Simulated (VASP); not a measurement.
RuCl2, 3 atoms in the cell. The structure is trigonal, space group P-3m1 (No. 164). The conventional cell has a = 3.550 Å, b = 3.550 Å, c = 5.726 Å, α = 90.00°, β = 90.00°, γ = 120.00°. Ru (site symmetry -3m) is surrounded by 6 Cl at 2.51 Å. Around Cl (site symmetry 3m) lie 3 Ru at 2.51 Å. The cell comes from a database or a generator and needn't be the stable form of this composition.

| Property | Result |
| --- | --- |
| Program | VASP 6.6.1 |
| Task | single point |
| Functional | PBE |
| Potentials or basis | VASP PAW PBE potentials, release 64 (Ru_pv, Cl) |
| Cutoff | 520 eV |
| k mesh | 6 × 6 × 4 |
| Occupations | gaussian, width 0.05 eV |
| Spin | collinear spin, zero start |
| Starting moments | [0.0, 0.0, 0.0] μB |
| Further INCAR settings | ALGO = Normal; EDIFF = 1e-06 |

Potentials or basis: VASP PAW PBE potentials, release 64 (Ru_pv, Cl).

Run with:

```sh
$ cat potpaw_PBE.64/Ru_pv/POTCAR potpaw_PBE.64/Cl/POTCAR > POTCAR
$ mpirun -np 1 vasp_std > vasp.out
```

Hardware: 1 thread of Intel(R) Xeon(R) 6975P-C (Granite Rapids), on a shared host.

Q: How long does it take, and how much memory?

A: Wall time 25 s on 1 thread of Intel(R) Xeon(R) 6975P-C (Granite Rapids), on a shared host, peak memory 0.23 GiB. Counts: scf iterations 14, k points 24.
